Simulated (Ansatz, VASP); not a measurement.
# Cross-check of Sn between VASP and Ansatz, part 2 of 3

Wanted: the spread between two codes on one cell, functional and k mesh. The structure shown is the end of the Ansatz relaxation below.

VASP 6.6.1 and Ansatz 0.2.0.

So far: Starting point; Ansatz: relaxation, r2SCAN.

### Step 3. VASP: single point, r2SCAN

Level of this step: r2SCAN; plane waves and PAW (Sn_d) (VASP).

The same cell, functional, mesh and smearing now go to VASP, with its own data sets.

Lines of VASP's logs that name or quote its potential files are left out, and so is its time.

INCAR

```
SYSTEM = Sn
PREC = Accurate
ENCUT = 550
EDIFF = 1E-06
NELM = 120
ISMEAR = 0
SIGMA = 0.015
LREAL = .FALSE.
ALGO = Normal
METAGGA = R2SCAN
LASPH = .TRUE.
NBANDS = 20
LORBIT = 11
LWAVE = .FALSE.
LCHARG = .FALSE.
ISIF = 2
ISYM = 2
GGA_COMPAT = .FALSE.
LMIXTAU = .TRUE.
KPAR = 2
```

POSCAR

```
Sn
1.0
    0.0000000000      3.1854158642      3.3748511622
    3.1854158642      0.0000000000      3.3748511622
    3.1854158642      3.1854158642      0.0000000000
Sn
2
Direct
    0.4999788420      0.4999788420      0.4999538949
    0.7500211580      0.7500211580      0.7500461051
```

KPOINTS

```
Points of the shifted mesh
1728
Reciprocal
 0.0416666667  0.0416666667  0.0416666667 1
 0.0416666667  0.0416666667  0.1250000000 1
 0.0416666667  0.0416666667  0.2083333333 1
 0.0416666667  0.0416666667  0.2916666667 1
 0.0416666667  0.0416666667  0.3750000000 1
 0.0416666667  0.0416666667  0.4583333333 1
 0.0416666667  0.0416666667  0.5416666667 1
 0.0416666667  0.0416666667  0.6250000000 1
 0.0416666667  0.0416666667  0.7083333333 1
 0.0416666667  0.0416666667  0.7916666667 1
 0.0416666667  0.0416666667  0.8750000000 1
 0.0416666667  0.0416666667  0.9583333333 1
 0.0416666667  0.1250000000  0.0416666667 1
 0.0416666667  0.1250000000  0.1250000000 1
 0.0416666667  0.1250000000  0.2083333333 1
 0.0416666667  0.1250000000  0.2916666667 1
 0.0416666667  0.1250000000  0.3750000000 1
 0.0416666667  0.1250000000  0.4583333333 1
 0.0416666667  0.1250000000  0.5416666667 1
 0.0416666667  0.1250000000  0.6250000000 1
 0.0416666667  0.1250000000  0.7083333333 1
 0.0416666667  0.1250000000  0.7916666667 1
 0.0416666667  0.1250000000  0.8750000000 1
 0.0416666667  0.1250000000  0.9583333333 1
 0.0416666667  0.2083333333  0.0416666667 1
 0.0416666667  0.2083333333  0.1250000000 1
 0.0416666667  0.2083333333  0.2083333333 1
 0.0416666667  0.2083333333  0.2916666667 1
 0.0416666667  0.2083333333  0.3750000000 1
 0.0416666667  0.2083333333  0.4583333333 1
 0.0416666667  0.2083333333  0.5416666667 1
 0.0416666667  0.2083333333  0.6250000000 1
 0.0416666667  0.2083333333  0.7083333333 1
 0.0416666667  0.2083333333  0.7916666667 1
 0.0416666667  0.2083333333  0.8750000000 1
 0.0416666667  0.2083333333  0.9583333333 1
 0.0416666667  0.2916666667  0.0416666667 1
 0.0416666667  0.2916666667  0.1250000000 1
 0.0416666667  0.2916666667  0.2083333333 1
 0.0416666667  0.2916666667  0.2916666667 1
 0.0416666667  0.2916666667  0.3750000000 1
 0.0416666667  0.2916666667  0.4583333333 1
 0.0416666667  0.2916666667  0.5416666667 1
 0.0416666667  0.2916666667  0.6250000000 1
 0.0416666667  0.2916666667  0.7083333333 1
 0.0416666667  0.2916666667  0.7916666667 1
 0.0416666667  0.2916666667  0.8750000000 1
 0.0416666667  0.2916666667  0.9583333333 1
 0.0416666667  0.3750000000  0.0416666667 1
 0.0416666667  0.3750000000  0.1250000000 1
 0.0416666667  0.3750000000  0.2083333333 1
 0.0416666667  0.3750000000  0.2916666667 1
 0.0416666667  0.3750000000  0.3750000000 1
 0.0416666667  0.3750000000  0.4583333333 1
 0.0416666667  0.3750000000  0.5416666667 1
 0.0416666667  0.3750000000  0.6250000000 1
 0.0416666667  0.3750000000  0.7083333333 1
 0.0416666667  0.3750000000  0.7916666667 1
 0.0416666667  0.3750000000  0.8750000000 1
 0.0416666667  0.3750000000  0.9583333333 1
 0.0416666667  0.4583333333  0.0416666667 1
 0.0416666667  0.4583333333  0.1250000000 1
 0.0416666667  0.4583333333  0.2083333333 1
 0.0416666667  0.4583333333  0.2916666667 1
 0.0416666667  0.4583333333  0.3750000000 1
 0.0416666667  0.4583333333  0.4583333333 1
 0.0416666667  0.4583333333  0.5416666667 1
 0.0416666667  0.4583333333  0.6250000000 1
 0.0416666667  0.4583333333  0.7083333333 1
 0.0416666667  0.4583333333  0.7916666667 1
 0.0416666667  0.4583333333  0.8750000000 1
 0.0416666667  0.4583333333  0.9583333333 1
 0.0416666667  0.5416666667  0.0416666667 1
 0.0416666667  0.5416666667  0.1250000000 1
 0.0416666667  0.5416666667  0.2083333333 1
 0.0416666667  0.5416666667  0.2916666667 1
 0.0416666667  0.5416666667  0.3750000000 1
 0.0416666667  0.5416666667  0.4583333333 1
 0.0416666667  0.5416666667  0.5416666667 1
 0.0416666667  0.5416666667  0.6250000000 1
 0.0416666667  0.5416666667  0.7083333333 1
 0.0416666667  0.5416666667  0.7916666667 1
 0.0416666667  0.5416666667  0.8750000000 1
 0.0416666667  0.5416666667  0.9583333333 1
 0.0416666667  0.6250000000  0.0416666667 1
 0.0416666667  0.6250000000  0.1250000000 1
 0.0416666667  0.6250000000  0.2083333333 1
 0.0416666667  0.6250000000  0.2916666667 1
 0.0416666667  0.6250000000  0.3750000000 1
 0.0416666667  0.6250000000  0.4583333333 1
 0.0416666667  0.6250000000  0.5416666667 1
 0.0416666667  0.6250000000  0.6250000000 1
 0.0416666667  0.6250000000  0.7083333333 1
 0.0416666667  0.6250000000  0.7916666667 1
 0.0416666667  0.6250000000  0.8750000000 1
 0.0416666667  0.6250000000  0.9583333333 1
 0.0416666667  0.7083333333  0.0416666667 1
 0.0416666667  0.7083333333  0.1250000000 1
 0.0416666667  0.7083333333  0.2083333333 1
 0.0416666667  0.7083333333  0.2916666667 1
 0.0416666667  0.7083333333  0.3750000000 1
 0.0416666667  0.7083333333  0.4583333333 1
 0.0416666667  0.7083333333  0.5416666667 1
 0.0416666667  0.7083333333  0.6250000000 1
 0.0416666667  0.7083333333  0.7083333333 1
 0.0416666667  0.7083333333  0.7916666667 1
 0.0416666667  0.7083333333  0.8750000000 1
 0.0416666667  0.7083333333  0.9583333333 1
 0.0416666667  0.7916666667  0.0416666667 1
 0.0416666667  0.7916666667  0.1250000000 1
 0.0416666667  0.7916666667  0.2083333333 1
 0.0416666667  0.7916666667  0.2916666667 1
[... 1390 lines left out ...]
 0.8750000000  0.4583333333  0.1250000000 1
 0.8750000000  0.4583333333  0.2083333333 1
 0.8750000000  0.4583333333  0.2916666667 1
 0.8750000000  0.4583333333  0.3750000000 1
 0.8750000000  0.4583333333  0.4583333333 1
 0.8750000000  0.4583333333  0.5416666667 1
 0.8750000000  0.4583333333  0.6250000000 1
 0.8750000000  0.4583333333  0.7083333333 1
 0.8750000000  0.4583333333  0.7916666667 1
 0.8750000000  0.4583333333  0.8750000000 1
 0.8750000000  0.4583333333  0.9583333333 1
 0.8750000000  0.5416666667  0.0416666667 1
 0.8750000000  0.5416666667  0.1250000000 1
 0.8750000000  0.5416666667  0.2083333333 1
 0.8750000000  0.5416666667  0.2916666667 1
 0.8750000000  0.5416666667  0.3750000000 1
 0.8750000000  0.5416666667  0.4583333333 1
 0.8750000000  0.5416666667  0.5416666667 1
 0.8750000000  0.5416666667  0.6250000000 1
 0.8750000000  0.5416666667  0.7083333333 1
 0.8750000000  0.5416666667  0.7916666667 1
 0.8750000000  0.5416666667  0.8750000000 1
 0.8750000000  0.5416666667  0.9583333333 1
 0.8750000000  0.6250000000  0.0416666667 1
 0.8750000000  0.6250000000  0.1250000000 1
 0.8750000000  0.6250000000  0.2083333333 1
 0.8750000000  0.6250000000  0.2916666667 1
 0.8750000000  0.6250000000  0.3750000000 1
 0.8750000000  0.6250000000  0.4583333333 1
 0.8750000000  0.6250000000  0.5416666667 1
 0.8750000000  0.6250000000  0.6250000000 1
 0.8750000000  0.6250000000  0.7083333333 1
 0.8750000000  0.6250000000  0.7916666667 1
 0.8750000000  0.6250000000  0.8750000000 1
 0.8750000000  0.6250000000  0.9583333333 1
 0.8750000000  0.7083333333  0.0416666667 1
 0.8750000000  0.7083333333  0.1250000000 1
 0.8750000000  0.7083333333  0.2083333333 1
 0.8750000000  0.7083333333  0.2916666667 1
 0.8750000000  0.7083333333  0.3750000000 1
 0.8750000000  0.7083333333  0.4583333333 1
 0.8750000000  0.7083333333  0.5416666667 1
 0.8750000000  0.7083333333  0.6250000000 1
 0.8750000000  0.7083333333  0.7083333333 1
 0.8750000000  0.7083333333  0.7916666667 1
 0.8750000000  0.7083333333  0.8750000000 1
 0.8750000000  0.7083333333  0.9583333333 1
 0.8750000000  0.7916666667  0.0416666667 1
 0.8750000000  0.7916666667  0.1250000000 1
 0.8750000000  0.7916666667  0.2083333333 1
 0.8750000000  0.7916666667  0.2916666667 1
 0.8750000000  0.7916666667  0.3750000000 1
 0.8750000000  0.7916666667  0.4583333333 1
 0.8750000000  0.7916666667  0.5416666667 1
 0.8750000000  0.7916666667  0.6250000000 1
 0.8750000000  0.7916666667  0.7083333333 1
 0.8750000000  0.7916666667  0.7916666667 1
 0.8750000000  0.7916666667  0.8750000000 1
 0.8750000000  0.7916666667  0.9583333333 1
 0.8750000000  0.8750000000  0.0416666667 1
 0.8750000000  0.8750000000  0.1250000000 1
 0.8750000000  0.8750000000  0.2083333333 1
 0.8750000000  0.8750000000  0.2916666667 1
 0.8750000000  0.8750000000  0.3750000000 1
 0.8750000000  0.8750000000  0.4583333333 1
 0.8750000000  0.8750000000  0.5416666667 1
 0.8750000000  0.8750000000  0.6250000000 1
 0.8750000000  0.8750000000  0.7083333333 1
 0.8750000000  0.8750000000  0.7916666667 1
 0.8750000000  0.8750000000  0.8750000000 1
 0.8750000000  0.8750000000  0.9583333333 1
 0.8750000000  0.9583333333  0.0416666667 1
 0.8750000000  0.9583333333  0.1250000000 1
 0.8750000000  0.9583333333  0.2083333333 1
 0.8750000000  0.9583333333  0.2916666667 1
 0.8750000000  0.9583333333  0.3750000000 1
 0.8750000000  0.9583333333  0.4583333333 1
 0.8750000000  0.9583333333  0.5416666667 1
 0.8750000000  0.9583333333  0.6250000000 1
 0.8750000000  0.9583333333  0.7083333333 1
 0.8750000000  0.9583333333  0.7916666667 1
 0.8750000000  0.9583333333  0.8750000000 1
 0.8750000000  0.9583333333  0.9583333333 1
 0.9583333333  0.0416666667  0.0416666667 1
 0.9583333333  0.0416666667  0.1250000000 1
 0.9583333333  0.0416666667  0.2083333333 1
 0.9583333333  0.0416666667  0.2916666667 1
 0.9583333333  0.0416666667  0.3750000000 1
 0.9583333333  0.0416666667  0.4583333333 1
 0.9583333333  0.0416666667  0.5416666667 1
 0.9583333333  0.0416666667  0.6250000000 1
 0.9583333333  0.0416666667  0.7083333333 1
 0.9583333333  0.0416666667  0.7916666667 1
 0.9583333333  0.0416666667  0.8750000000 1
 0.9583333333  0.0416666667  0.9583333333 1
 0.9583333333  0.1250000000  0.0416666667 1
 0.9583333333  0.1250000000  0.1250000000 1
 0.9583333333  0.1250000000  0.2083333333 1
 0.9583333333  0.1250000000  0.2916666667 1
 0.9583333333  0.1250000000  0.3750000000 1
 0.9583333333  0.1250000000  0.4583333333 1
 0.9583333333  0.1250000000  0.5416666667 1
 0.9583333333  0.1250000000  0.6250000000 1
 0.9583333333  0.1250000000  0.7083333333 1
 0.9583333333  0.1250000000  0.7916666667 1
 0.9583333333  0.1250000000  0.8750000000 1
 0.9583333333  0.1250000000  0.9583333333 1
 0.9583333333  0.2083333333  0.0416666667 1
 0.9583333333  0.2083333333  0.1250000000 1
 0.9583333333  0.2083333333  0.2083333333 1
 0.9583333333  0.2083333333  0.2916666667 1
 0.9583333333  0.2083333333  0.3750000000 1
 0.9583333333  0.2083333333  0.4583333333 1
 0.9583333333  0.2083333333  0.5416666667 1
 0.9583333333  0.2083333333  0.6250000000 1
 0.9583333333  0.2083333333  0.7083333333 1
 0.9583333333  0.2083333333  0.7916666667 1
 0.9583333333  0.2083333333  0.8750000000 1
 0.9583333333  0.2083333333  0.9583333333 1
 0.9583333333  0.2916666667  0.0416666667 1
 0.9583333333  0.2916666667  0.1250000000 1
 0.9583333333  0.2916666667  0.2083333333 1
 0.9583333333  0.2916666667  0.2916666667 1
 0.9583333333  0.2916666667  0.3750000000 1
 0.9583333333  0.2916666667  0.4583333333 1
 0.9583333333  0.2916666667  0.5416666667 1
 0.9583333333  0.2916666667  0.6250000000 1
 0.9583333333  0.2916666667  0.7083333333 1
 0.9583333333  0.2916666667  0.7916666667 1
 0.9583333333  0.2916666667  0.8750000000 1
 0.9583333333  0.2916666667  0.9583333333 1
 0.9583333333  0.3750000000  0.0416666667 1
 0.9583333333  0.3750000000  0.1250000000 1
 0.9583333333  0.3750000000  0.2083333333 1
 0.9583333333  0.3750000000  0.2916666667 1
 0.9583333333  0.3750000000  0.3750000000 1
 0.9583333333  0.3750000000  0.4583333333 1
 0.9583333333  0.3750000000  0.5416666667 1
 0.9583333333  0.3750000000  0.6250000000 1
 0.9583333333  0.3750000000  0.7083333333 1
 0.9583333333  0.3750000000  0.7916666667 1
 0.9583333333  0.3750000000  0.8750000000 1
 0.9583333333  0.3750000000  0.9583333333 1
 0.9583333333  0.4583333333  0.0416666667 1
 0.9583333333  0.4583333333  0.1250000000 1
 0.9583333333  0.4583333333  0.2083333333 1
 0.9583333333  0.4583333333  0.2916666667 1
 0.9583333333  0.4583333333  0.3750000000 1
 0.9583333333  0.4583333333  0.4583333333 1
 0.9583333333  0.4583333333  0.5416666667 1
 0.9583333333  0.4583333333  0.6250000000 1
 0.9583333333  0.4583333333  0.7083333333 1
 0.9583333333  0.4583333333  0.7916666667 1
 0.9583333333  0.4583333333  0.8750000000 1
 0.9583333333  0.4583333333  0.9583333333 1
 0.9583333333  0.5416666667  0.0416666667 1
 0.9583333333  0.5416666667  0.1250000000 1
 0.9583333333  0.5416666667  0.2083333333 1
 0.9583333333  0.5416666667  0.2916666667 1
 0.9583333333  0.5416666667  0.3750000000 1
 0.9583333333  0.5416666667  0.4583333333 1
 0.9583333333  0.5416666667  0.5416666667 1
 0.9583333333  0.5416666667  0.6250000000 1
 0.9583333333  0.5416666667  0.7083333333 1
 0.9583333333  0.5416666667  0.7916666667 1
 0.9583333333  0.5416666667  0.8750000000 1
 0.9583333333  0.5416666667  0.9583333333 1
 0.9583333333  0.6250000000  0.0416666667 1
 0.9583333333  0.6250000000  0.1250000000 1
 0.9583333333  0.6250000000  0.2083333333 1
 0.9583333333  0.6250000000  0.2916666667 1
 0.9583333333  0.6250000000  0.3750000000 1
 0.9583333333  0.6250000000  0.4583333333 1
 0.9583333333  0.6250000000  0.5416666667 1
 0.9583333333  0.6250000000  0.6250000000 1
 0.9583333333  0.6250000000  0.7083333333 1
 0.9583333333  0.6250000000  0.7916666667 1
 0.9583333333  0.6250000000  0.8750000000 1
 0.9583333333  0.6250000000  0.9583333333 1
 0.9583333333  0.7083333333  0.0416666667 1
 0.9583333333  0.7083333333  0.1250000000 1
 0.9583333333  0.7083333333  0.2083333333 1
 0.9583333333  0.7083333333  0.2916666667 1
 0.9583333333  0.7083333333  0.3750000000 1
 0.9583333333  0.7083333333  0.4583333333 1
 0.9583333333  0.7083333333  0.5416666667 1
 0.9583333333  0.7083333333  0.6250000000 1
 0.9583333333  0.7083333333  0.7083333333 1
 0.9583333333  0.7083333333  0.7916666667 1
 0.9583333333  0.7083333333  0.8750000000 1
 0.9583333333  0.7083333333  0.9583333333 1
 0.9583333333  0.7916666667  0.0416666667 1
 0.9583333333  0.7916666667  0.1250000000 1
 0.9583333333  0.7916666667  0.2083333333 1
 0.9583333333  0.7916666667  0.2916666667 1
 0.9583333333  0.7916666667  0.3750000000 1
 0.9583333333  0.7916666667  0.4583333333 1
 0.9583333333  0.7916666667  0.5416666667 1
 0.9583333333  0.7916666667  0.6250000000 1
 0.9583333333  0.7916666667  0.7083333333 1
 0.9583333333  0.7916666667  0.7916666667 1
 0.9583333333  0.7916666667  0.8750000000 1
 0.9583333333  0.7916666667  0.9583333333 1
 0.9583333333  0.8750000000  0.0416666667 1
 0.9583333333  0.8750000000  0.1250000000 1
 0.9583333333  0.8750000000  0.2083333333 1
 0.9583333333  0.8750000000  0.2916666667 1
 0.9583333333  0.8750000000  0.3750000000 1
 0.9583333333  0.8750000000  0.4583333333 1
 0.9583333333  0.8750000000  0.5416666667 1
 0.9583333333  0.8750000000  0.6250000000 1
 0.9583333333  0.8750000000  0.7083333333 1
 0.9583333333  0.8750000000  0.7916666667 1
 0.9583333333  0.8750000000  0.8750000000 1
 0.9583333333  0.8750000000  0.9583333333 1
 0.9583333333  0.9583333333  0.0416666667 1
 0.9583333333  0.9583333333  0.1250000000 1
 0.9583333333  0.9583333333  0.2083333333 1
 0.9583333333  0.9583333333  0.2916666667 1
 0.9583333333  0.9583333333  0.3750000000 1
 0.9583333333  0.9583333333  0.4583333333 1
 0.9583333333  0.9583333333  0.5416666667 1
 0.9583333333  0.9583333333  0.6250000000 1
 0.9583333333  0.9583333333  0.7083333333 1
 0.9583333333  0.9583333333  0.7916666667 1
 0.9583333333  0.9583333333  0.8750000000 1
 0.9583333333  0.9583333333  0.9583333333 1
```

Potentials, in the order of the species: Sn_d (PBE family, release 64).

Started as:

```
$ mpirun -np 2 vasp_std
```

The log of the run:

```text
[banner, memory and clock lines left out]
running    2 mpi-ranks, on    1 nodes
 distrk:  each k-point on    1 cores,    2 groups
 distr:  one band on    1 cores,    1 groups

 POSCAR found type information on POSCAR Sn
 POSCAR found :  1 types and       2 ions
|                                                                             |
|               ----> ADVICE to this user running VASP <----                  |
|                                                                             |
|     You enforced a specific xc type in the INCAR file but a different       |
|     [... a line on the potential file left out ...]
|     I HOPE YOU KNOW WHAT YOU ARE DOING!                                     |
|                                                                             |

 LDA part: xc-table for (None), standard interpolation
 POSCAR, INCAR and KPOINTS ok, starting setup
 FFT: planning ... GRIDC
 FFT: planning ... GRID_SOFT
 FFT: planning ... GRID
 WAVECAR not read
 entering main loop
       N       E                     dE             d eps       ncg     rms          rms(c)
DAV:   1     0.187665743674E+03    0.18767E+03   -0.15903E+04 69532   0.216E+03
DAV:   2    -0.287155181768E+02   -0.21638E+03   -0.21243E+03 69288   0.468E+02
DAV:   3    -0.528615667041E+02   -0.24146E+02   -0.23996E+02 78628   0.150E+02
DAV:   4    -0.536559817784E+02   -0.79442E+00   -0.79392E+00 78732   0.304E+01
DAV:   5    -0.536863850914E+02   -0.30403E-01   -0.30403E-01100360   0.568E+00    0.489E+00
DAV:   6    -0.495533330973E+02    0.41331E+01   -0.13637E+00 73956   0.198E+01    0.235E+00
DAV:   7    -0.490533663616E+02    0.49997E+00   -0.47623E-01 71940   0.829E+00    0.913E-01
DAV:   8    -0.495111360766E+02   -0.45777E+00   -0.34472E-01 69308   0.547E+00    0.371E-01
DAV:   9    -0.494571730709E+02    0.53963E-01   -0.21079E-02 77556   0.124E+00    0.239E-01
DAV:  10    -0.494532976803E+02    0.38754E-02   -0.31052E-03 71784   0.554E-01    0.204E-01
DAV:  11    -0.494597918480E+02   -0.64942E-02   -0.54065E-03 72292   0.826E-01    0.343E-02
DAV:  12    -0.494658415382E+02   -0.60497E-02   -0.20145E-03 69560   0.545E-01    0.196E-02
DAV:  13    -0.494664589184E+02   -0.61738E-03   -0.14173E-04 80468   0.109E-01    0.143E-02
DAV:  14    -0.494672607100E+02   -0.80179E-03   -0.35169E-04 69660   0.201E-01    0.412E-03
DAV:  15    -0.494672694422E+02   -0.87322E-05   -0.30635E-05 71668   0.559E-02    0.176E-03
DAV:  16    -0.494672813218E+02   -0.11880E-04   -0.57714E-06 56968   0.251E-02    0.184E-03
DAV:  17    -0.494672846528E+02   -0.33310E-05   -0.13089E-06 61448   0.126E-02    0.198E-03
DAV:  18    -0.494672842863E+02    0.36647E-06   -0.27317E-07 46244   0.772E-03
   1 F= -.49467284E+02 E0= -.49467276E+02  d E =-.174656E-04
```

(Part 2 of 3 ends here.)

[Lines on the potential files, build, host, timing and source positions are cut from VASP's logs without a mark.]

[Logs are printed without paths, hosts, clocks, repeated set-up lines and the standing remarks that a program may print on its own settings, such as how far it seeks lower states.]

[Hosts, paths, dates, database ids (printed as entryN), source tags and the programs' standing remarks are cut or masked in the printed files.]
